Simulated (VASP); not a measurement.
A VASP calculation is set up with these files.

INCAR:
```
SYSTEM = Sr
PREC = Accurate
ENCUT = 400
EDIFF = 1E-6
NELM = 100
ALGO = Normal
LREAL = .FALSE.
LASPH = .TRUE.
ISMEAR = 1
SIGMA = 0.1
GGA = PE
LMAXMIX = 4
LWAVE = .FALSE.
LCHARG = .FALSE.
ISIF = 2
```

File KPOINTS:
```
Automatic mesh
0
Gamma
8 8 8
0 0 0
```

POSCAR:
```
Sr
1
    0.0000000000     3.1008000000     3.1008000000
    3.1008000000     0.0000000000     3.1008000000
    3.1008000000     3.1008000000     0.0000000000
Sr
1
Direct
  0.0000000000   0.0000000000   0.0000000000
```

POTCAR, in this order: Sr_sv (PBE.64 set). Program: vasp_gam.

Output of the run:

### standard output
```
 POSCAR found type information on POSCAR Sr
 POSCAR found :  1 types and       1 ions
 Reading from existing POTCAR
 Reading from existing POTCAR
 LDA part: xc-table for (Slater+PW92), standard interpolation

 -----------------------------------------------------------------------------
|                                                                             |
|     EEEEEEE  RRRRRR   RRRRRR   OOOOOOO  RRRRRR      ###     ###     ###     |
|     E        R     R  R     R  O     O  R     R     ###     ###     ###     |
|     E        R     R  R     R  O     O  R     R     ###     ###     ###     |
|     EEEEE    RRRRRR   RRRRRR   O     O  RRRRRR       #       #       #      |
|     E        R   R    R   R    O     O  R   R                               |
|     E        R    R   R    R   O     O  R    R      ###     ###     ###     |
|     EEEEEEE  R     R  R     R  OOOOOOO  R     R     ###     ###     ###     |
|                                                                             |
|     You are using the Gamma-point-only version with more than one           |
|     k-point or some other non-Gamma k-point.                                |
|                                                                             |
|       ---->  I REFUSE TO CONTINUE WITH THIS SICK JOB ... BYE!!! <----       |
|                                                                             |
 -----------------------------------------------------------------------------
```

Question: Read the log: what went wrong, and how is it fixed?

Answer: The cause: the Γ-only program was given a k-mesh. VASP stops with an error: You are using the Gamma-point-only version with more than one k-point or some other non-Gamma k-point. ----> I REFUSE TO CONTINUE WITH THIS SICK JOB ... BYE!!! <---- To mend it, run vasp_std.

The mended run (PBE GGA, plane waves, VASP's PBE PAW potentials (set 64)) converges, and its OSZICAR ends with
```
   1 F= -.16263823E+01 E0= -.16263242E+01  d E =-.174109E-03
```

The compound is Sr in the fcc structure. The cell was not relaxed at this level.
